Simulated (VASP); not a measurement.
Here is the system:

```
MnO2
1.0
    4.39940     0.00000     0.00000
    0.00000     4.39940     0.00000
    0.00000     0.00000     2.85211
Mn O
2 4
Cartesian
  0.00000   0.00000   2.85211
  2.19970   2.19970   1.42605
  1.33530   1.33530   0.00000
  3.53500   0.86440   1.42605
  0.86440   3.53500   1.42605
  3.06410   3.06410   0.00000
```
Starting moments (μB, in the order of the record's atoms Mn Mn O O O O): 2.4 -2.4 0.0 0.0 0.0 0.0.

These are rev-vdW-DF2, VASP's PBE PAW potentials (set 64) (plane waves; VASP) values and carry that method's errors. Run with 520 eV cut-off, 8×8×12 Γ-centred mesh, tetrahedra with Blöchl corrections, potentials Mn_pv O.

Estimate the cell moment, energy per atom (σ→0), band gap (on the k-mesh) with the smallest direct gap where there is one.

```yaml
band gap (on the k-mesh): none (metal, semimetal or under 0.01 eV)
cell_moment: 0.00 μB
energy per atom (σ→0): -6.198 eV/atom
```

Give the moment on each site (PAW-sphere projection).

```json
[
 {"site": "Mn1", "moment (μB)": "2.44"},
 {"site": "Mn2", "moment (μB)": "-2.44"},
 {"site": "O3", "moment (μB)": "-0.05"},
 {"site": "O4", "moment (μB)": "0.05"},
 {"site": "O5", "moment (μB)": "0.05"},
 {"site": "O6", "moment (μB)": "-0.05"}
]
```

The compound is MnO2 in the rutile structure. It was relaxed first.
